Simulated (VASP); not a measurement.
These are MS2 meta-GGA, VASP's PBE PAW potentials (set 64) (plane waves; VASP) values and carry that method's errors.

VASP input:

INCAR:
```
SYSTEM = ZrB2
PREC = Accurate
ENCUT = 520
EDIFF = 1E-6
NELM = 100
ALGO = Normal
LREAL = .FALSE.
LASPH = .TRUE.
ISMEAR = 1
SIGMA = 0.1
METAGGA = MS2
LMIXTAU = .TRUE.
LMAXMIX = 4
LWAVE = .FALSE.
LCHARG = .FALSE.
IBRION = 2
ISIF = 3
NSW = 60
EDIFFG = -0.02
```

### KPOINTS
```
Automatic mesh
0
Gamma
10 10 8
0 0 0
```

POSCAR:
```
ZrB2
1.0
  1.5773694155  -2.7320844332   0.0000000000
  1.5773694155   2.7320844332   0.0000000000
  0.0000000000   0.0000000000   3.5119726415
Zr B
1 2
Direct
  0.0000000000   0.0000000000   0.0000000000
  0.3333330000   0.6666670000   0.5000000000
  0.6666670000   0.3333330000   0.5000000000
```

POTCAR, in this order: Zr_sv B (PBE.64 set). Program: vasp_std.

Output

**OSZICAR**
```
       N       E                     dE             d eps       ncg     rms          rms(c)
DAV:   1     0.801995993468E+02    0.80200E+02   -0.96080E+03  1820   0.133E+03
DAV:   2    -0.523057749963E+02   -0.13251E+03   -0.12763E+03  2136   0.335E+02
DAV:   3    -0.644738491204E+02   -0.12168E+02   -0.11576E+02  3272   0.733E+01
DAV:   4    -0.649996480806E+02   -0.52580E+00   -0.47491E+00  2016   0.134E+01
DAV:   5    -0.650116846073E+02   -0.12037E-01   -0.12013E-01  2606   0.197E+00    0.571E+01
DAV:   6    -0.328618012779E+02    0.32150E+02   -0.29113E+02  2050   0.830E+01    0.290E+01
DAV:   7    -0.314923505844E+02    0.13695E+01   -0.21660E+01  2375   0.463E+01    0.175E+01
DAV:   8    -0.330192976604E+02   -0.15269E+01   -0.84881E+00  2198   0.322E+01    0.137E+01
DAV:   9    -0.246885330402E+02    0.83308E+01   -0.82104E+00  2680   0.262E+01    0.268E+00
DAV:  10    -0.248017892818E+02   -0.11326E+00   -0.41063E+00  2479   0.218E+01    0.181E+00
DAV:  11    -0.281399831170E+02   -0.33382E+01   -0.11080E+01  2716   0.267E+01    0.397E+00
DAV:  12    -0.281667789588E+02   -0.26796E-01   -0.13461E-01  2155   0.289E+00    0.402E+00
DAV:  13    -0.281758096209E+02   -0.90307E-02   -0.14876E-01  2235   0.339E+00    0.328E+00
DAV:  14    -0.280566969033E+02    0.11911E+00   -0.39412E-01  2462   0.364E+00    0.477E-01
DAV:  15    -0.280674403451E+02   -0.10743E-01   -0.73779E-02  2615   0.262E+00    0.320E-01
DAV:  16    -0.280711619294E+02   -0.37216E-02   -0.35387E-03  2607   0.682E-01    0.229E-01
DAV:  17    -0.280718417843E+02   -0.67985E-03   -0.67680E-03  2298   0.850E-01    0.126E-01
DAV:  18    -0.280723337738E+02   -0.49199E-03   -0.26058E-04  2205   0.186E-01    0.136E-01
DAV:  19    -0.280727948532E+02   -0.46108E-03   -0.14015E-04  2151   0.139E-01    0.110E-01
DAV:  20    -0.280734478616E+02   -0.65301E-03   -0.45482E-04  2055   0.275E-01    0.873E-02
DAV:  21    -0.280735535948E+02   -0.10573E-03   -0.27671E-04  2800   0.147E-01    0.605E-02
DAV:  22    -0.280735940625E+02   -0.40468E-04   -0.55031E-05  2855   0.649E-02    0.250E-02
DAV:  23    -0.280736251731E+02   -0.31111E-04   -0.64588E-05  2917   0.524E-02    0.162E-02
DAV:  24    -0.280736635784E+02   -0.38405E-04   -0.91886E-06  2885   0.223E-02    0.214E-02
DAV:  25    -0.280736564701E+02    0.71083E-05   -0.54901E-07  1055   0.116E-02    0.161E-02
DAV:  26    -0.280736650970E+02   -0.86269E-05   -0.64509E-07  1005   0.116E-02    0.137E-02
DAV:  27    -0.280736648814E+02    0.21566E-06   -0.56891E-07   976   0.120E-02
   1 F= -.28073665E+02 E0= -.28073534E+02  d E =-.280737E+02
       N       E                     dE             d eps       ncg     rms          rms(c)
DAV:   1    -0.281020592568E+02   -0.28394E-01   -0.15195E+00  2075   0.133E+01    0.197E+00
DAV:   2    -0.280769307423E+02    0.25129E-01   -0.90437E-02  2079   0.336E+00    0.665E-01
DAV:   3    -0.280773850370E+02   -0.45429E-03   -0.41700E-02  2861   0.152E+00    0.186E-01
DAV:   4    -0.280769240117E+02    0.46103E-03   -0.22865E-03  1995   0.585E-01    0.110E-01
DAV:   5    -0.280770139154E+02   -0.89904E-04   -0.26662E-03  1880   0.668E-01    0.577E-02
DAV:   6    -0.280776564122E+02   -0.64250E-03   -0.97695E-04  1855   0.426E-01    0.354E-02
DAV:   7    -0.280776609790E+02   -0.45668E-05   -0.24865E-05  2345   0.549E-02    0.253E-02
DAV:   8    -0.280776728472E+02   -0.11868E-04   -0.12929E-05  2123   0.429E-02    0.121E-02
DAV:   9    -0.280776681094E+02    0.47378E-05   -0.88608E-06  2617   0.288E-02    0.351E-03
DAV:  10    -0.280776699954E+02   -0.18860E-05   -0.29537E-07   980   0.684E-03    0.267E-03
DAV:  11    -0.280776690656E+02    0.92980E-06   -0.76180E-08   950   0.339E-03
   2 F= -.28077669E+02 E0= -.28077542E+02  d E =-.400418E-02
       N       E                     dE             d eps       ncg     rms          rms(c)
DAV:   1    -0.280806388251E+02   -0.29688E-02   -0.13502E-01  2085   0.398E+00    0.587E-01
DAV:   2    -0.280785656938E+02    0.20731E-02   -0.76405E-03  2095   0.973E-01    0.197E-01
DAV:   3    -0.280784347991E+02    0.13089E-03   -0.32175E-03  2839   0.456E-01    0.528E-02
DAV:   4    -0.280784716797E+02   -0.36881E-04   -0.22718E-04  2005   0.185E-01    0.300E-02
DAV:   5    -0.280784357502E+02    0.35930E-04   -0.24015E-04  1850   0.202E-01    0.154E-02
DAV:   6    -0.280785241368E+02   -0.88387E-04   -0.81968E-05  1830   0.123E-01    0.102E-02
DAV:   7    -0.280785264309E+02   -0.22941E-05   -0.21547E-06  1889   0.170E-02    0.606E-03
DAV:   8    -0.280785246796E+02    0.17512E-05   -0.17601E-06  1820   0.172E-02    0.239E-03
DAV:   9    -0.280785268152E+02   -0.21355E-05   -0.51543E-07   945   0.807E-03    0.824E-04
DAV:  10    -0.280785265244E+02    0.29074E-06   -0.97774E-08   940   0.314E-03
   3 F= -.28078527E+02 E0= -.28078410E+02  d E =-.486164E-02
       N       E                     dE             d eps       ncg     rms          rms(c)
DAV:   1    -0.280822502815E+02   -0.37235E-02   -0.22599E-01  1910   0.515E+00    0.596E-01
DAV:   2    -0.280789344003E+02    0.33159E-02   -0.12443E-02  2060   0.124E+00    0.211E-01
DAV:   3    -0.280787303244E+02    0.20408E-03   -0.55599E-03  2796   0.649E-01    0.115E-01
DAV:   4    -0.280787753703E+02   -0.45046E-04   -0.70890E-04  1980   0.298E-01    0.458E-02
DAV:   5    -0.280786582645E+02    0.11711E-03   -0.76904E-04  1820   0.324E-01    0.298E-02
DAV:   6    -0.280789043867E+02   -0.24612E-03   -0.15461E-04  1865   0.160E-01    0.172E-02
DAV:   7    -0.280788983728E+02    0.60139E-05   -0.98146E-06  2170   0.350E-02    0.485E-03
DAV:   8    -0.280789012764E+02   -0.29036E-05   -0.14714E-06  1451   0.131E-02    0.941E-04
DAV:   9    -0.280788939053E+02    0.73711E-05   -0.27331E-07   935   0.561E-03    0.217E-03
DAV:  10    -0.280788962908E+02   -0.23855E-05   -0.15103E-07   940   0.471E-03    0.199E-04
DAV:  11    -0.280788967568E+02   -0.46597E-06   -0.45205E-08   930   0.279E-03
   4 F= -.28078897E+02 E0= -.28078758E+02  d E =-.370232E-03
       N       E                     dE             d eps       ncg     rms          rms(c)
DAV:   1    -0.280796812441E+02   -0.78495E-03   -0.34798E-02  1915   0.202E+00    0.234E-01
DAV:   2    -0.280791303033E+02    0.55094E-03   -0.19451E-03  2070   0.490E-01    0.828E-02
DAV:   3    -0.280791858522E+02   -0.55549E-04   -0.87427E-04  2783   0.254E-01    0.451E-02
DAV:   4    -0.280791015449E+02    0.84307E-04   -0.10598E-04  1985   0.115E-01    0.183E-02
DAV:   5    -0.280791862829E+02   -0.84738E-04   -0.11854E-04  1820   0.127E-01    0.118E-02
DAV:   6    -0.280791570743E+02    0.29209E-04   -0.24671E-05  1835   0.636E-02    0.681E-03
DAV:   7    -0.280791602616E+02   -0.31873E-05   -0.13752E-06  1482   0.132E-02    0.251E-03
DAV:   8    -0.280791587379E+02    0.15237E-05   -0.19429E-07   940   0.545E-03    0.421E-04
DAV:   9    -0.280791620957E+02   -0.33578E-05   -0.55973E-08   910   0.231E-03    0.865E-04
DAV:  10    -0.280791615612E+02    0.53447E-06   -0.26168E-08   910   0.187E-03
   5 F= -.28079162E+02 E0= -.28079036E+02  d E =-.635037E-03
```

File OUTCAR:
```
------------------------ aborting loop because EDIFF is reached ----------------------------------------
  FORCE on cell =-STRESS in cart. coord.  units (eV):
  Direction    XX          YY          ZZ          XY          YZ          ZX
  --------------------------------------------------------------------------------------
  Total       -0.0006790     -0.0006790     -0.0020508      0.0000000     -0.0000000     -0.0000000
  in kB       -0.0356608     -0.0356608     -0.1077032      0.0000000     -0.0000000     -0.0000000
  external PRESSURE =      -0.0596749 kB  Pullay stress =       0.0000000 kB
  volume of cell :       30.51
      direct lattice vectors                 reciprocal lattice vectors
     1.574115492 -2.726448470  0.000000000     0.317638701 -0.183388759 -0.000000000
     1.574115492  2.726448470  0.000000000     0.317638701  0.183388759  0.000000000
     0.000000000 -0.000000000  3.554212479    -0.000000000  0.000000000  0.281356280
 POSITION                                       TOTAL-FORCE (eV/Angst)
 -----------------------------------------------------------------------------------
      0.00000     -0.00000      0.00000         0.000000     -0.000000     -0.000000
      1.57412      0.90882      1.77711         0.000000      0.000000      0.000000
      1.57412     -0.90882      1.77711        -0.000000     -0.000000      0.000000
 -----------------------------------------------------------------------------------
    total drift:                                0.000000     -0.000000      0.000000
  FREE ENERGIE OF THE ION-ELECTRON SYSTEM (eV)
  ---------------------------------------------------
  free  energy   TOTEN  =       -28.0791615612 eV

  energy  without entropy=      -28.0787861827  energy(sigma->0) =      -28.07903644

 reached required accuracy - stopping structural energy minimisation
```
(Selected blocks of OUTCAR.)

**CONTCAR**
```
ZrB2
   1.00000000000000
     1.5741154921977987   -2.7264484698477065    0.0000000000000000
     1.5741154921977987    2.7264484698477065    0.0000000000000000
     0.0000000000000000   -0.0000000000000000    3.5542124792077519
  Zr              B
     1     2
Direct
     0.0000000000000000    0.0000000000000000    0.0000000000000000
     0.3333330000000032    0.6666669999999968    0.5000000000000000
     0.6666669999999968    0.3333330000000032    0.5000000000000000
```

The compound is ZrB2 in the AlB2 type structure. This run relaxes it. Symmetry was kept, so distortions that lower it aren't found.
